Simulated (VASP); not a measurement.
AlGa3As4 (ordered alloy cell): computed properties

Calculation: PBEsol GGA, VASP's PBE PAW potentials (set 64) (plane waves; VASP).

For AlGa3As4, the space group is R3m (160) and the cell comes out as a = b = 4.006 Å, c = 39.196 Å, α = β = 90.00°, γ = 120.00°. The volume per atom is 22.70 Å^3/atom, the band gap (over mesh and band path) comes out as 0.65 eV and the smallest direct gap (over mesh and band path) comes out as 0.65 eV. The band-edge character is direct, Γ to Γ and the density is 4.90 g/cm³.

```xyz
8
Lattice="0.0000 2.8330 2.8330 2.8330 0.0000 2.8330 11.3206 11.3206 0.0112" Properties=species:S:1:pos:R:3 pbc="T T T"
Ga     2.8342     2.8342     5.6646
Ga     5.6638     5.6638     5.6680
Ga     5.6588     5.6588     0.0071
As     1.4160     1.4160     1.4170
As     4.2453     4.2453     1.4206
As     7.0747     7.0747     1.4241
As     9.9051     9.9051     1.4267
Al    11.3258    11.3258     5.6719
```

The structure was generated: AlGa3As4 was put into an ordered model structure (R3m), which need not be its known phase. It was relaxed first. Symmetry was kept, so distortions that lower it aren't found.
